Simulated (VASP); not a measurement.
Shape and ions are relaxed at each volume.

Energy against volume of In (bct). These are PBE GGA, VASP's PBE PAW potentials (set 64) (plane waves; VASP 6.6.1) values and carry that method's errors.

```tsv
V (Å³/atom)	E (eV/atom)
25.715	-2.54664
26.536	-2.55697
27.357	-2.56060
28.177	-2.55873
28.998	-2.55226
```

Task: Fit a third-order Birch-Murnaghan equation of state.

Result: 
| Quantity | Result |
|---|---|
| volume per atom | 27.46 Å³/atom |
| bulk modulus | 351 kbar |
| pressure derivative of the bulk modulus | 5.36 |

Measured: bulk modulus 44.7 GPa at 0 K (computed value off by -21.4 %), as given by K. Lejaeghere et al., Critical reviews in solid state and materials sciences/CRC critical reviews in solid state and materials sciences (2013), arXiv:1204.2733 [extrapolated to 0 K and zero-point effects removed (source: thermally corrected experimental values)].

The compound is In in the bct structure. It was relaxed first, which changed the volume by +5 %.
